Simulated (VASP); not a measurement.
A convergence study with VASP on Bi (a7): one setting is varied, all else stays as given below, so the limit is that of these other settings.

```
Bi
1.0
    4.16582    -2.27500     0.00000
    4.16582     2.27500     0.00000
    2.92342     0.00000     3.73943
Bi
2
Direct
  0.23400   0.23400   0.23400
  0.76600   0.76600   0.76600
```

Calculation: PBE GGA, VASP's PBE PAW potentials (set 64) (plane waves; VASP). The tightest run used: 550 eV cut-off, 19×19×19 Γ-centred mesh, tetrahedra with Blöchl corrections, potentials Bi_d.

```
setting        E (eV/atom)  pressure (GPa)  largest force (eV/Å)  irreducible k-points
-------------  -----------  --------------  --------------------  --------------------
3×3×3 mesh         -3.9569            1.28                 0.022                     6
4×4×4 mesh         -3.9067            1.45                 0.065                    13
5×5×5 mesh         -3.9020            1.36                 0.035                    19
6×6×6 mesh         -3.8895            1.61                 0.074                    32
7×7×7 mesh         -3.8913            1.50                 0.155                    44
8×8×8 mesh         -3.8834            1.60                 0.138                    65
9×9×9 mesh         -3.8837            1.60                 0.167                    85
10×10×10 mesh      -3.8813            1.60                 0.172                   116
```

### Question
These are the cheaper rows. Estimate the results at 19×19×19 mesh, and how far the last row shown lies from them.

### Answer

```tsv
quantity	tightest run	last row shown is off by
E (eV/atom)	-3.8780	-0.0033
pressure (GPa)	1.64	-0.04
largest force (eV/Å)	0.178	-0.007
```

Left out are rungs that failed or repeat a setting and relaxations that didn't move; long series are thinned to 24 rows.

The compound is Bi in the a7 structure. The cell was not relaxed at this level.
